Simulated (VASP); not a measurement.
Data:

```
RuSb
1.0
    0.00000     2.90673     2.90673
    2.90673     0.00000     2.90673
    2.90673     2.90673     0.00000
Ru Sb
1 1
Cartesian
  0.00000   0.00000   0.00000
  1.45337   1.45337   1.45337
```

Calculation: PBEsol GGA, VASP's PBE PAW potentials (set 64) (plane waves; VASP). Run with 400 eV cut-off, Gaussian smearing of 0.050 eV, potentials Ru_pv Sb.

Task: Give the energies of bands 5 to 12 at the high-symmetry points, in eV from the Fermi level.

Result: 
| band | Γ | X | U | L | W |
|---|---|---|---|---|---|
| 5 | -3.15 | -4.45 | -3.96 | -3.98 | -3.63 |
| 6 | -3.15 | -1.90 | -2.46 | -2.83 | -3.09 |
| 7 | -3.15 | -1.90 | -2.24 | -2.83 | -1.93 |
| 8 | -1.00 | -1.34 | -1.58 | -0.86 | -1.19 |
| 9 | -1.00 | -0.73 | -0.94 | -0.86 | -1.04 |
| 10 | 4.79 | -0.12 | -0.22 | -0.54 | -0.51 |
| 11 | 5.62 | 0.53 | 0.60 | 3.21 | 0.21 |
| 12 | 5.62 | 0.53 | 1.53 | 3.21 | 1.42 |

It has no gap at this level: it comes out as a metal or semimetal.

The structure was generated: RuSb was put into the zinc blende type (F-43m), which need not be its known phase. It was relaxed first, which changed the volume by -31 %. The electron count is odd and the run is not spin-polarised, which forces a metal.
